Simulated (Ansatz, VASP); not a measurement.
# Cross-check of BiClO between VASP and Ansatz

Wanted: the spread between two codes on one cell, functional and k mesh. The cell is taken from a series of runs on this material, whose earlier steps may have relaxed, scaled, displaced or heated it; both programs get it as it stands. Valence electrons are named where the data sets of a main pair hold unlike numbers.

Calculated with Ansatz 0.2.0; plane waves, with VASP 6.6.1 beside it; single point at LDA.

## Step 1: The structure

The structure is tetragonal, space group P4/nmm (No. 129). Conventional cell: a = 3.886 Å, b = 3.886 Å, c = 7.349 Å, α = 90.00°, β = 90.00°, γ = 90.00°. Bi has 4 O at 2.31 Å and 4 Cl at 3.06 Å nearest. Nearest to Cl lie 4 Bi at 3.06 Å. Nearest to O lie 4 Bi at 2.31 Å. Farther neighbours and most contacts between anions are not listed.

Structure file:

```cif
data_structure
_symmetry_space_group_name_H-M 'P4/nmm:1'
_symmetry_Int_Tables_number 129
_cell_length_a 3.8855
_cell_length_b 3.8855
_cell_length_c 7.3489
_cell_angle_alpha 90.000
_cell_angle_beta 90.000
_cell_angle_gamma 90.000
_cell_volume 110.95
loop_
_atom_site_label
_atom_site_type_symbol
_atom_site_symmetry_multiplicity
_atom_site_Wyckoff_symbol
_atom_site_fract_x
_atom_site_fract_y
_atom_site_fract_z
_atom_site_occupancy
Bi1 Bi 2 c 0.50000 0.00000 0.32904 1
Cl1 Cl 2 c 0.00000 0.50000 0.14720 1
O1 O 2 b 0.00000 0.00000 0.50000 1
```

## Step 2: VASP: single point, LDA

A single point gives forces, pressure and levels at one fixed geometry, so differences don't come from the geometry; what else differs is listed under the comparison.

Lines of VASP's logs that name or quote its potential files are left out, and so is its time.

INCAR reads:

```
SYSTEM = BiClO
PREC = Accurate
ENCUT = 1230
EDIFF = 1E-06
NELM = 100
ISMEAR = 0
SIGMA = 0.01
LREAL = .FALSE.
ALGO = Normal
GGA = CA
NBANDS = 34
LORBIT = 11
LWAVE = .FALSE.
LCHARG = .FALSE.
KPAR = 2
ISIF = 2
```

POSCAR reads:

```
BiClO
1.0
    3.8855100000      0.0000000000      0.0000000000
    0.0000000000      3.8855100000      0.0000000000
    0.0000000000      0.0000000000      7.3489000000
Bi Cl O
2 2 2
Direct
    0.5000000000      0.0000000000      0.3290400000
    0.0000000000      0.5000000000      0.6709600000
    0.0000000000      0.5000000000      0.1472000000
    0.5000000000      0.0000000000      0.8528000000
    0.0000000000      0.0000000000      0.5000000000
    0.5000000000      0.5000000000      0.5000000000
```

KPOINTS reads:

```
Automatic mesh
0
Gamma
4 4 3
0 0 0
```

Potentials, in the order of the species: Bi_d, Cl_h and O_h (LDA family, release 64).

Started as:

```
$ mpirun -np 2 vasp_std
```

Numbers of over 12 decimals in the logs are rounded to 6 here.

The program printed:

```text
[banner, memory and clock lines left out]
running    2 mpi-ranks, on    1 nodes
 distrk:  each k-point on    1 cores,    2 groups
 distr:  one band on    1 cores,    1 groups

 POSCAR found type information on POSCAR BiClO
 POSCAR found :  3 types and       6 ions
 LDA part: xc-table for (Slater(with rela. corr.)+CA(PZ))
 , standard interpolation
 POSCAR, INCAR and KPOINTS ok, starting setup
 FFT: planning ... GRIDC
 FFT: planning ... GRID_SOFT
 FFT: planning ... GRID
 WAVECAR not read
 entering main loop
       N       E                     dE             d eps       ncg     rms          rms(c)
DAV:   1     0.944800748072E+03    0.94480E+03   -0.45387E+04   816   0.347E+03
DAV:   2     0.160143536834E+03   -0.78466E+03   -0.76783E+03   816   0.790E+02
DAV:   3    -0.178514601260E+02   -0.17799E+03   -0.17149E+03  1068   0.279E+02
DAV:   4    -0.366752084086E+02   -0.18824E+02   -0.18527E+02  1022   0.817E+01
DAV:   5    -0.373729689772E+02   -0.69776E+00   -0.69265E+00  1094   0.173E+01    0.121E+01
DAV:   6    -0.331875359542E+02    0.41854E+01   -0.16206E+01  1332   0.436E+01    0.507E+00
DAV:   7    -0.330786871142E+02    0.10885E+00   -0.34522E+00   856   0.108E+01    0.288E+00
DAV:   8    -0.330566122390E+02    0.22075E-01   -0.82317E-01   982   0.516E+00    0.109E+00
DAV:   9    -0.330345143564E+02    0.22098E-01   -0.77519E-02  1276   0.251E+00    0.452E-01
DAV:  10    -0.330333135843E+02    0.12008E-02   -0.20168E-02   984   0.113E+00    0.873E-02
DAV:  11    -0.330334994744E+02   -0.18589E-03   -0.17992E-03  1032   0.260E-01    0.614E-02
DAV:  12    -0.330335094769E+02   -0.10003E-04   -0.20387E-04  1152   0.893E-02    0.152E-02
DAV:  13    -0.330335063936E+02    0.30834E-05   -0.19330E-05  1134   0.367E-02    0.410E-03
DAV:  14    -0.330335065131E+02   -0.11952E-06   -0.12665E-06   482   0.839E-03
   1 F= -.33033507E+02 E0= -.33033507E+02  d E =-.272801E-33
```

Parts of OUTCAR (step 2):

```text
ion  position               nearest neighbor table
   1  0.500  0.000  0.329-   5 2.31   6 2.31   6 2.31   5 2.31   3 3.06   3 3.06   3 3.06   3 3.06
                             2 3.72   2 3.72   2 3.72   2 3.72
   2  0.000  0.500  0.671-   5 2.31   6 2.31   5 2.31   6 2.31   4 3.06   4 3.06   4 3.06   4 3.06
                             1 3.72   1 3.72   1 3.72   1 3.72
   3  0.000  0.500  0.147-   1 3.06   1 3.06   1 3.06   1 3.06
   4  0.500  0.000  0.853-   2 3.06   2 3.06   2 3.06   2 3.06
   5  0.000  0.000  0.500-   1 2.31   2 2.31   2 2.31   1 2.31
   6  0.500  0.500  0.500-   1 2.31   2 2.31   1 2.31   2 2.31

  LATTYP: Found a simple tetragonal cell.
 ALAT       =     3.8855100000
 C/A-ratio  =     1.8913604649

 Subroutine GETGRP returns: Found 16 space group operations
 (whereof  8 operations were pure point group operations)

The static configuration has the point symmetry D_2d.
 The point group associated with its full space group is D_4h.

 Found     12 irreducible k-points:

   k-points           NKPTS =     12   k-points in BZ     NKDIM =     12   number of bands    NBANDS=     34

   dimension x,y,z NGX =    48 NGY =   48 NGZ =   84
   dimension x,y,z NGXF=    96 NGYF=   96 NGZF=  168

   ENCUT  = 1230.0 eV  90.40 Ry    9.51 a.u.  11.11 11.11 21.02*2*pi/ulx,y,z

   NELECT =      56.0000    total number of electrons

 k-points in reciprocal lattice and weights: Automatic mesh
   0.00000000  0.00000000  0.00000000       0.021
   0.25000000  0.00000000  0.00000000       0.083
   0.50000000  0.00000000  0.00000000       0.042
   0.25000000  0.25000000  0.00000000       0.083
   0.50000000  0.25000000  0.00000000       0.083
   0.50000000  0.50000000  0.00000000       0.021
   0.00000000  0.00000000  0.33333333       0.042
   0.25000000  0.00000000  0.33333333       0.167
   0.50000000  0.00000000  0.33333333       0.083
   0.25000000  0.25000000  0.33333333       0.167
   0.50000000  0.25000000  0.33333333       0.167
   0.50000000  0.50000000  0.33333333       0.042

 average (electrostatic) potential at core
       1-104.8481       2-104.8481       3-144.2287       4-144.2287       5-115.4888
       6-115.4888

 E-fermi :   4.9641

 k-point     1 :       0.0000    0.0000    0.0000
  band No.  band energies     occupation
    ...
     24       3.5126      2.00000
     25       3.9010      2.00000
     26       3.9010      2.00000
     27       3.9623      2.00000
     28       4.1657      2.00000
     29       7.9465      0.00000
     30       8.6223      0.00000
     31      10.1814      0.00000
     32      10.1814      0.00000
     33      12.0356      0.00000
    ...

 k-point     2 :       0.2500    0.0000    0.0000
  band No.  band energies     occupation
    ...
     24       3.6708      2.00000
     25       3.9304      2.00000
     26       4.4341      2.00000
     27       4.5648      2.00000
     28       4.6775      2.00000
     29       9.1663      0.00000
     30       9.5217      0.00000
     31       9.7016      0.00000
     32       9.8787      0.00000
     33      10.5506      0.00000
    ...

 k-point     3 :       0.5000    0.0000    0.0000
  band No.  band energies     occupation
    ...
     24       3.9438      2.00000
     25       4.0437      2.00000
     26       4.0437      2.00000
     27       4.8765      2.00000
     28       4.8765      2.00000
     29       9.4522      0.00000
     30       9.4522      0.00000
     31      10.0721      0.00000
     32      10.0721      0.00000
     33      10.7209      0.00000
    ...

  Total       -2.1040076     -2.1040076     -1.7967345      0.0000000      0.0000000      0.0000000
  in kB      -30.3836177    -30.3836177    -25.9463394      0.0000000      0.0000000      0.0000000
  external PRESSURE =     -28.9045250 kB  Pullay stress =       0.0000000 kB

  energy-cutoff  :     1230.00
  volume of cell :      110.95
      direct lattice vectors                 reciprocal lattice vectors
     3.885510000  0.000000000  0.000000000     0.257366472  0.000000000  0.000000000
     0.000000000  3.885510000  0.000000000     0.000000000  0.257366472  0.000000000
     0.000000000  0.000000000  7.348900000     0.000000000  0.000000000  0.136074787

 POSITION                                       TOTAL-FORCE (eV/Angst)
 -----------------------------------------------------------------------------------
      1.94276      0.00000      2.41808        -0.000000     -0.000000      0.029977
      0.00000      1.94276      4.93082         0.000000     -0.000000     -0.029977
      0.00000      1.94276      1.08176         0.000000      0.000000      0.112665
      1.94276      0.00000      6.26714         0.000000     -0.000000     -0.112665
      0.00000      0.00000      3.67445         0.000000      0.000000      0.000000
      1.94276      1.94276      3.67445         0.000000     -0.000000      0.000000
 -----------------------------------------------------------------------------------
    total drift:                                0.000000      0.000000     -0.000000

  FREE ENERGIE OF THE ION-ELECTRON SYSTEM (eV)
  ---------------------------------------------------
  free  energy   TOTEN  =       -33.0335065131 eV

  energy  without entropy=      -33.0335065131  energy(sigma->0) =      -33.03350651

 total charge
# of ion       s       p       d       tot
------------------------------------------
    1        1.649   0.854  10.014  12.517
    2        1.649   0.854  10.014  12.517
    3        1.125   2.194   0.000   3.319
    4        1.125   2.194   0.000   3.319
    5        1.045   2.291   0.000   3.336
    6        1.045   2.291   0.000   3.336
--------------------------------------------------
tot          7.638  10.677  20.029  38.344

[... 3 further parts left out ...]
```

The run ends at a pressure of -2.89 GPa, with forces up to 0.11 eV/Å.

## Step 3: Ansatz: single point, LDA

Ansatz runs on its default PAW (the set named soft_2) files.

The same cell, functional (in two slightly different forms), mesh and smearing now go to Ansatz, which takes its cutoff from its data sets.

input.yaml reads:

```yaml
crystal:
  lattice:
    - [3.88551, 0.0, 0.0]
    - [0.0, 3.88551, 0.0]
    - [0.0, 0.0, 7.3489]
  atoms:
    - { symbol: Bi, position: [0.5, 0.0, 0.32904] }
    - { symbol: Bi, position: [0.0, 0.5, 0.67096] }
    - { symbol: Cl, position: [0.0, 0.5, 0.1472] }
    - { symbol: Cl, position: [0.5, 0.0, 0.8528] }
    - { symbol: O, position: [0.0, 0.0, 0.5] }
    - { symbol: O, position: [0.5, 0.5, 0.5] }
hamiltonian:
  xc: lda
  pseudopotentials: { kind: paw }
kpoints:
  mp_grid: { grid: [4, 4, 3] }
scf:
  occupations: { method: gaussian, width: 0.01 }
  n_extra_bands: 5
output:
  forces: true
  stress: true
  eigenvalues: true
```

Started as:

```
$ ansatz run input.yaml --threads 4 --pin off --max-ram 9216MiB --backend cpu --events-out ev --progress --plain --runs-dir out
```

The program printed:

```text
scf.n_extra_bands = 5 over 28 filled bands (N_el = 56.0): the run solves 33 bands
Engine: ansatz 0.2.0, aarch64-unknown-linux-gnu
Pseudopotentials: kind: paw
Pseudopotential: Bi, paw, valence charge 15, recommended cutoff 420 eV (normal), Bi.paw.azcp
Pseudopotential: Cl, paw, valence charge 7, recommended cutoff 420 eV (normal), Cl.paw.azcp
Pseudopotential: O, paw, valence charge 6, recommended cutoff 420 eV (normal), O.paw.azcp
Functional definition: SPW92
  exchange = slater_x
  correlation = pw_c
Crystal: 6 atoms, lattice volume = 110.948 Å³
Basis set: ecut = 420 eV, 2177 PW (Γ)
Bands: 33, of which v1, the nominal top of the filled ones, is band 28 counted from 1 (27 counted from 0)
Symmetry: 16 space group operations
Space group: P4/nmm (ITA 129), of the structure as read, at distance tolerance 4.8e-5 Å
k-points: 12 of 48
Non-local potential: Bi, projectors of the file, l = 0: 2, l = 1: 2, l = 2: 2, l = 3: 2
Non-local potential: Cl, projectors of the file, l = 0: 2, l = 1: 2, l = 2: 2
Non-local potential: O, projectors of the file, l = 0: 2, l = 1: 2, l = 2: 1
PAW form: soft (Blöchl's): semilocal exchange-correlation on the pseudo side does not see the compensation charge
PAW frozen core: Bi, regenerated for the run's functional, and the local potential with it (the file was generated under x = pbe(κ = 0.804, μ = 0.219515), c = pbe(β = 0.066725))
PAW frozen core: Cl, regenerated for the run's functional, and the local potential with it (the file was generated under x = pbe(κ = 0.804, μ = 0.219515), c = pbe(β = 0.066725))
PAW frozen core: O, regenerated for the run's functional, and the local potential with it (the file was generated under x = pbe(κ = 0.804, μ = 0.219515), c = pbe(β = 0.066725))
PAW one-centre angular grid: Bi, 590 points (default); XC on 64 Gauss nodes
PAW one-centre angular grid: Cl, 110 points (default); XC on 64 Gauss nodes
PAW one-centre angular grid: O, 110 points (default); XC on 64 Gauss nodes
Initial density: superposition of atomic densities (neutral atoms: chi_scale 0, normalization atom), corrected by the library's trained network
Initial wavefunctions: pseudopotential atomic-orbital guess
Functional: x = slater, c = lda
SCF iter   1: F=—  HF=-27373.208561 eV  |F-HF|=—  |Δ(HF+E_count)|=         —  Δρ=1.25e-2  dr2=1.72e-1  ethr=1.77e-3  ⟨swp⟩=6.8  Hψ=1797  notcnv=0
preconditioner: auto → Resta (q_TF=auto, 2.434 Å⁻¹)  ε∞=3.6  [insulator: Δε(μ)=2.542 eV  Ē_g=16.296 eV  σ=0.010 eV  W_gap=1.00  n_scr=28 (ndim 8)  ℏωp=26.4 eV  f_vac=0.006  D(μ)=0.00/eV (n_scr^D=0)  ε∞_Penn≈3.6]
SCF iter   2: F=—  HF=-27373.171047 eV  |F-HF|=—  |Δ(HF+E_count)|=   3.75e-2  Δρ=4.77e-3  dr2=2.81e-2  ethr=3.07e-4  ⟨swp⟩=2.1  Hψ=565  notcnv=0  defer=11
SCF iter   3: F=—  HF=-27373.163515 eV  |F-HF|=—  |Δ(HF+E_count)|=   7.53e-3  Δρ=1.04e-3  dr2=1.19e-3  ethr=5.02e-5  ⟨swp⟩=2.0  Hψ=576  notcnv=0  defer=12
SCF iter   4: F=—  HF=-27373.163192 eV  |F-HF|=—  |Δ(HF+E_count)|=   3.23e-4  Δρ=1.17e-4  dr2=1.49e-5  ethr=2.13e-6  ⟨swp⟩=2.0  Hψ=577  notcnv=0  defer=12
SCF iter   5: F=—  HF=-27373.163220 eV  |F-HF|=—  |Δ(HF+E_count)|=   2.84e-5  Δρ=3.35e-5  dr2=1.67e-6  ethr=2.66e-8  ⟨swp⟩=2.6  Hψ=707  notcnv=0  defer=12
SCF iter   6: F=-27373.163220 eV  HF=-27373.163220 eV  |F-HF|=2.07e-8  |Δ(HF+E_count)|=   3.48e-7  Δρ=6.67e-6  dr2=5.60e-8  ethr=1.79e-10  ⟨swp⟩=8.9  Hψ=2228  notcnv=0
SCF 1 converged in 6 iterations: F = -27373.163220 eV  dr2 = 5.60e-8
  greatest PAW one-centre occupation: 0.991 electrons in one spin orbital (limit 2), on the Bi atom at site 1 (counted from 0), in its partial waves of l = 2
SCF converged after 6 iterations
Free energy (F): -27373.163220 eV
Harris-Foulkes:  -27373.163220 eV  (|F-HF|=2.07e-8)
Internal energy: -27373.163220 eV  (E = F + TS)
E sigma→0 (E₀):  -27373.163220 eV
Fermi energy:    8.857737 eV
--- Per-component energies (eV) ---
  E_band       = -210.430156
  E_kinetic    = 1273.310571
  E_local      = -4735.462550  (includes V_loc(G=0)·N_el)
  E_nonlocal   = 1296.613939
  E_hartree    = 1662.555711
  E_xc         = -660.002628
  E_vxc        = -721.128831  (∫ρ·V_xc dr)
  E_paw        = -22249.854267  (= ΣΔE_a)
  E_vpaw       = -648.870932  (= ΣTr[D̂ρ^β])
  E_aug_tail   = 0.004217  (compensation charges beyond the density's cutoff)
  E_ewald      = -3960.893269
  E_core_change = 0.565057  (= ΣΔE_core)
  E_smearing   = -0.000000  (= −TS)
  E_closure    = -0.000000  (closes the sum)
  Σ components = -27373.163220   (vs F -27373.163220, Δ=0.00e0)
--- Forces (eV/Å), atoms counted from 1 ---
  atom   1  Bi     0.00000000     0.00000000     0.09941497
  atom   2  Bi     0.00000000     0.00000000    -0.09941497
  atom   3  Cl     0.00000000     0.00000000     0.11688815
  atom   4  Cl     0.00000000     0.00000000    -0.11688815
  atom   5  O      0.00000000     0.00000000    -0.00000000
  atom   6  O      0.00000000     0.00000000    -0.00000000
  max |Σ_I F_I| component: 5.55e-17 eV/Å
--- Stress (GPa, compression-positive) ---
       -3.287935       0.000000       0.000000
        0.000000      -3.287935       0.000000
        0.000000       0.000000      -2.801468
  P = ⅓ Tr σ = -3.1258 GPa (-31.258 kbar)
--- Band table (eV; the first three rows and the last of 12) ---
  k-point 0: bands = [... 24 lower, 6.5537, 6.5537, 6.6128, 6.8028, 10.5917, 11.2705, 12.8210, 12.8210, ... 1 higher]
  k-point 1: bands = [... 24 lower, 6.7789, 6.7789, 7.0044, 7.1643, 10.2033, 10.6606, 12.8286, 12.8286, ... 1 higher]
  k-point 2: bands = [... 24 lower, 6.5811, 7.0865, 7.1946, 7.3176, 11.8075, 12.1687, 12.3413, 12.5177, ... 1 higher]
  k-point 11: bands = [... 24 lower, 6.4068, 6.4068, 6.9256, 6.9256, 11.9217, 11.9217, 13.4974, 13.4974, ... 1 higher]
```

The run ends at a pressure of -3.13 GPa, with forces up to 0.12 eV/Å.

## Step 4: Differences

Known differences besides the potentials themselves: the two LDA forms differ slightly; the cutoff is 420 eV in Ansatz and 1230 eV in VASP; VASP's log shows a relativistic correction to its local exchange, Ansatz's none. Total energies have different zeros and are not compared.

The two programs side by side:

```
                                        quantity  Ansatz   VASP  difference
                                  pressure (GPa)   -3.13  -2.89       -0.24
pressure without Ansatz's Pulay correction (GPa)   -3.45  -2.89       -0.56
                          gap on the k mesh (eV)   2.691  2.677      +0.014
```

Forces (eV/Å; atoms numbered as in POSCAR):

```
atom        Ansatz x, y, z          VASP x, y, z
 Bi1   0.000, 0.000, 0.099   0.000, 0.000, 0.030
 Bi2  0.000, 0.000, -0.099  0.000, 0.000, -0.030
 Cl3   0.000, 0.000, 0.117   0.000, 0.000, 0.113
 Cl4  0.000, 0.000, -0.117  0.000, 0.000, -0.113
  O5   0.000, 0.000, 0.000   0.000, 0.000, 0.000
  O6   0.000, 0.000, 0.000   0.000, 0.000, 0.000
```

The forces differ by 23 meV/Å r.m.s., which is 59.7 % of the r.m.s. force of 0.039 eV/Å (both taken over all components). A gap on the mesh is an upper bound, since the band edges may lie between its points; neither run holds spin-orbit coupling, which can move the band edges of a compound of Bi. Ansatz's pressure holds a Pulay correction of 0.33 GPa; VASP's holds none.

## Step 5: Summary of results

* r.m.s. force difference (single point, LDA): 23 meV/Å

**Reading.** The r.m.s. force difference is 23 meV/Å (single point, LDA), beyond the 12 meV/Å picked in this series as the mark of a large difference. What causes the difference of the single point, LDA pair stays open here. Such differences can come from data sets, numerical settings and the points named under the comparisons, not from the functional's error against experiment.

[Lines on the potential files, build, host, timing and source positions are cut from VASP's logs without a mark.]

[Logs are printed without paths, hosts, clocks, repeated set-up lines and the standing remarks that a program may print on its own settings, such as how far it seeks lower states.]

[Hosts, paths, dates, database ids (printed as entryN), source tags and the programs' standing remarks are cut or masked in the printed files.]
